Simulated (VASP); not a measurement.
OSZICAR of a VASP run on Rh (fcc):

**OSZICAR**
```
       N       E                     dE             d eps       ncg     rms          rms(c)
DAV:   1     0.110840375660E+03    0.11084E+03   -0.92049E+03  3638   0.142E+03
DAV:   2    -0.734187165389E+01   -0.11818E+03   -0.11345E+03  3726   0.384E+02
DAV:   3    -0.875379513049E+01   -0.14119E+01   -0.14057E+01  4203   0.477E+01
DAV:   4    -0.876194482178E+01   -0.81497E-02   -0.81489E-02  4013   0.370E+00
DAV:   5    -0.876207074897E+01   -0.12593E-03   -0.12592E-03  4121   0.429E-01    0.120E+01
DAV:   6    -0.816675464798E+01    0.59532E+00   -0.13425E+00  3777   0.174E+01    0.389E+00
DAV:   7    -0.814239771013E+01    0.24357E-01   -0.31916E-02  4239   0.231E+00    0.176E+00
DAV:   8    -0.813742629069E+01    0.49714E-02   -0.49601E-03  3759   0.116E+00    0.244E-01
DAV:   9    -0.813721027822E+01    0.21601E-03   -0.18366E-04  4233   0.229E-01    0.324E-02
DAV:  10    -0.813721620896E+01   -0.59307E-05   -0.29826E-06  3877   0.238E-02    0.405E-03
DAV:  11    -0.813721629896E+01   -0.89996E-07   -0.33084E-07  2190   0.870E-03
   1 F= -.73078879E+01 E0= -.73081163E+01  d E =-.730789E+01
       N       E                     dE             d eps       ncg     rms          rms(c)
DAV:   1    -0.919024675182E+01   -0.10530E+01   -0.17259E+01  3831   0.687E+01    0.986E+00
DAV:   2    -0.807826539108E+01    0.11120E+01   -0.24502E+00  3756   0.246E+01    0.145E+00
DAV:   3    -0.805427145837E+01    0.23994E-01   -0.69089E-02  4053   0.377E+00    0.996E-01
DAV:   4    -0.805621249963E+01   -0.19410E-02   -0.55347E-03  3867   0.106E+00    0.220E-01
DAV:   5    -0.805671010835E+01   -0.49761E-03   -0.44156E-04  4194   0.269E-01    0.350E-02
DAV:   6    -0.805666422973E+01    0.45879E-04   -0.15337E-05  3831   0.587E-02    0.573E-03
DAV:   7    -0.805666377321E+01    0.45651E-06   -0.83502E-07  2630   0.146E-02
   2 F= -.72780152E+01 E0= -.72781882E+01  d E =0.298727E-01
       N       E                     dE             d eps       ncg     rms          rms(c)
DAV:   1    -0.879127982440E+01   -0.73462E+00   -0.10280E+01  3816   0.550E+01    0.565E+00
DAV:   2    -0.813273083819E+01    0.65855E+00   -0.15579E+00  3762   0.191E+01    0.149E+00
DAV:   3    -0.812642034607E+01    0.63105E-02   -0.25198E-02  4086   0.220E+00    0.739E-01
DAV:   4    -0.812776852903E+01   -0.13482E-02   -0.35541E-03  3858   0.829E-01    0.134E-01
DAV:   5    -0.812797238400E+01   -0.20385E-03   -0.17964E-04  4221   0.168E-01    0.303E-02
DAV:   6    -0.812795554398E+01    0.16840E-04   -0.90425E-06  3777   0.474E-02    0.439E-03
DAV:   7    -0.812795544608E+01    0.97902E-07   -0.10932E-07  2313   0.492E-03
   3 F= -.73112569E+01 E0= -.73114719E+01  d E =-.336901E-02
```

Task: Which electronic solver shows in the log?

Result: It is blocked Davidson (ALGO = Normal, or the opening steps of other solvers). The INCAR had ALGO = Normal.

Task: Can the final energy be trusted as converged?

Result: The calculation finished and met its thresholds. It stopped with EDIFF = 1E-6, NELM = 100, NSW = 40 and EDIFFG = -0.02 after 3 ionic steps (PBEsol GGA, plane waves, VASP's PBE PAW potentials (set 64)).

The compound is Rh in the fcc structure. This run relaxes it under an external pressure of 10 GPa. Symmetry was kept, so distortions that lower it aren't found.
